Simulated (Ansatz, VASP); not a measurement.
**One calculation of CaBr, two programs**

INCAR

```
PREC     = Accurate       # precision mode
ENCUT    = 520            # plane-wave cutoff, eV
EDIFF    = 1E-7           # SCF threshold, eV
ISMEAR   = -1             # smearing method
SIGMA    = 0.05           # smearing width, eV
LREAL    = F              # projectors in reciprocal space
LASPH    = T              # aspherical terms in the spheres
NELM     = 100            # most SCF steps
ALGO     = Normal         # electronic algorithm
ISIF     = 2              # what is computed and relaxed
LWAVE    = F              # write WAVECAR
LCHARG   = F              # write CHGCAR
GGA      = PE             # functional
NBANDS   = 25             # bands
```

KPOINTS

```
regular mesh
0
Gamma
  8 8 3
```

The input POSCAR:

```
CaBr
1.0
    4.0007746803      0.0000000000      0.0000000000
   -2.0003873401      3.4647725080      0.0000000000
    0.0000000000      0.0000000000      9.4746802713
Br Ca
2 2
Direct
    0.6666666667      0.3333333333      0.5344880000
    0.3333333333      0.6666666667      0.0344880000
    0.6666666667      0.3333333333      0.8405120000
    0.3333333333      0.6666666667      0.3405120000
```

input.yaml

```yaml
crystal:
  lattice:
    - [4.0007746803, 0.0, 0.0]
    - [-2.0003873401, 3.464772508, 0.0]
    - [0.0, 0.0, 9.4746802713]
  atoms:
    - { symbol: Br, position: [0.6666666667, 0.3333333333, 0.534488] }
    - { symbol: Br, position: [0.3333333333, 0.6666666667, 0.034488] }
    - { symbol: Ca, position: [0.6666666667, 0.3333333333, 0.840512] }
    - { symbol: Ca, position: [0.3333333333, 0.6666666667, 0.340512] }
hamiltonian:
  xc: pbe
  pseudopotentials: { kind: paw }
kpoints:
  mp_grid: { grid: [8, 8, 3] }
scf:
  occupations: { method: fermi_dirac, width: 0.05 }
output:
  forces: true
  stress: true
  eigenvalues: true
```

Change from the starting cell: volume scaled by 0.94.

Alike in both runs: task single point; functional PBE; k mesh 8 × 8 × 3; occupations fermi-dirac, width 0.05 eV; no spin polarisation.

|  | VASP | Ansatz |
| --- | --- | --- |
| version | VASP 6.6.1 | Ansatz 0.2.0 |
| potentials or method | VASP PAW PBE potentials, release 64 (Br, Ca_sv) | Ansatz PAW |
| plane-wave cutoff (eV) | 520 | 420 |
| valence electrons in the cell | 34 | 34 |

```csv
,VASP,Ansatz,Ansatz less VASP
gap on the k mesh at the Fermi level (eV),none,none,-
pressure (GPa),2.2,2.1,-0.07
largest component of the traceless stress (GPa),1.06,1.02,-0.042
rms of the force components (eV/Å),0.130,0.127,-0.0035
```

Atom by atom the forces differ by 0.003 eV/Å (rms over components). A gap of «none» marks a metal or a gap that the smearing closes.
